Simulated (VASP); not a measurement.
Input:

```xyz
2
Lattice="1.4777 -2.5595 0.0000 1.4777 2.5595 0.0000 0.0000 0.0000 5.4696" Properties=species:S:1:pos:R:3 pbc="T T T"
Cd     1.4777     0.8532     1.3674
Cd     1.4777    -0.8532     4.1022
```

Computed with PBEsol GGA, VASP's PBE PAW potentials (set 64) (plane waves; VASP). Numerical set-up: 400 eV cut-off, 13×13×6 Γ-centred mesh, first-order Methfessel-Paxton smearing of 0.10 eV, potentials Cd.

**Question.** Estimate the energy per atom (σ→0), band gap (on the k-mesh) with the smallest direct gap where there is one.

**Answer.** 
```
Property                                                     Value
------------------------  ----------------------------------------
band gap (on the k-mesh)  none (metal, semimetal or under 0.01 eV)
energy per atom (σ→0)                               -1.205 eV/atom
```

Total energies compare only between runs with the same potentials, cut-off and functional.

The compound is Cd in the hcp structure. It was relaxed first. The start is the result of an earlier pass.
